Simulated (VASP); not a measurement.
Energy against volume of AuAl2 (fluorite). Level of theory: TPSS meta-GGA, VASP's PBE PAW potentials (set 64) (plane waves; VASP 6.6.1). Settings: 520 eV cut-off, 9×9×9 Γ-centred mesh, first-order Methfessel-Paxton smearing of 0.10 eV, potentials Al Au.

| V (Å³/atom) | E (eV/atom) |
|---|---|
| 17.163 | -6.76771 |
| 17.710 | -6.78814 |
| 18.258 | -6.79486 |
| 18.806 | -6.79004 |

Task: Fit these four points and predict the energy of the run at 19.354 Å³/atom.

Result: A cubic in V^(−2/3), the third-order Birch-Murnaghan form, passes through the four points with V0 = 18.29 Å³/atom and B0 = 111 GPa, and gives -6.7756 eV/atom there. The run gave -6.7755 eV/atom, +0.0 meV/atom from the fit; all five points give B0 = 111 GPa.

The compound is AuAl2 in the fluorite structure. It was relaxed first.
